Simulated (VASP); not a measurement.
Calculation: LDA (Ceperley-Alder, Perdew-Zunger), VASP's LDA PAW potentials (set 64) (plane waves; VASP 6.6.1).

A VASP calculation is set up with these files.

### KPOINTS
```
Automatic mesh
0
Gamma
10 10 10
0 0 0
```

POSCAR:
```
PtAl2
1
    0.0000000000     2.9288542848     2.9288542848
    2.9288542848     0.0000000000     2.9288542848
    2.9288542848     2.9288542848     0.0000000000
Al Pt
2 1
Direct
  0.2500000000   0.2500000000   0.2500000000
  0.7500000000   0.7500000000   0.7500000000
  0.0000000000   0.0000000000   0.0000000000
```

**INCAR**
```
ALGO=Normal
EDIFF=1E-7
ENCUT=400
ISIF=2
ISMEAR=-5
LASPH=.TRUE.
LCHARG=.TRUE.
LEFG=.TRUE.
LMAXMIX=6
LORBIT=11
LREAL=.FALSE.
LWAVE=.FALSE.
NEDOS=601
NELM=100
PREC=Accurate
SYSTEM=PtAl2
```

POTCAR, in this order: Al Pt (LDA.64 set). Program: vasp_std.

Task: What will the output report for the number of irreducible k-points (NKPTS), number of bands (NBANDS), largest plane-wave count, number of space-group operations, FFT grid (NGX, NGY, NGZ)?

Result: 
```
Quantity                                       Value
--------------------------------------  ------------
number of irreducible k-points (NKPTS)            47
number of bands (NBANDS)                          12
largest plane-wave count                         941
number of space-group operations                  48
FFT grid (NGX, NGY, NGZ)                28 × 28 × 28
```

The compound is PtAl2 in the fluorite structure. It was relaxed first.
